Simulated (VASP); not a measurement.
VASP runs on AgI (zinc blende) share one base input (PBE GGA, plane waves, VASP's PBE PAW potentials (set 64)) and change the settings named in each case.

File KPOINTS:
```
Automatic
0
gamma
 6 6 6
0 0 0
```

POSCAR:
```
AgI
3.3150
  0.0000000000   1.0000000000   1.0000000000
  1.0000000000   0.0000000000   1.0000000000
  1.0000000000   1.0000000000   0.0000000000
Ag I
1 1
Direct
  0.0000000000   0.0000000000   0.0000000000
  0.2500000000   0.2500000000   0.2500000000
```

### INCAR
```
SYSTEM = AgI
PREC = Accurate
ENCUT = 400
EDIFF = 1E-6
NELM = 100
ALGO = Normal
LREAL = .FALSE.
LASPH = .TRUE.
ISMEAR = 0
SIGMA = 0.05
GGA = PE
LMAXMIX = 4
LWAVE = .FALSE.
LCHARG = .FALSE.
ISIF = 2
```

POTCAR, in this order: Ag I (PBE.64 set). Program: vasp_std.

| change | irreducible k-points |
|---|---|
| base run | 16 |
| ISYM = -1 | 216 |
| ISYM = 0 | 112 |
| ISYM = 1 | 16 |
| SYMPREC = 1E-3 | 16 |
 Unless said otherwise, spin-orbit coupling is left out, though it shifts the bands of the heavy elements here.

Left out are runs that ran out of time, are held back, or changed the cell or the kind of run, fixed moments of cells without a moment, rows past the twelfth, gaps on odd meshes, pressures of charged cells and columns that move by less than the noise.

The compound is AgI in the zinc blende structure, whereas wurtzite is the usual form. The cell was not relaxed at this level.
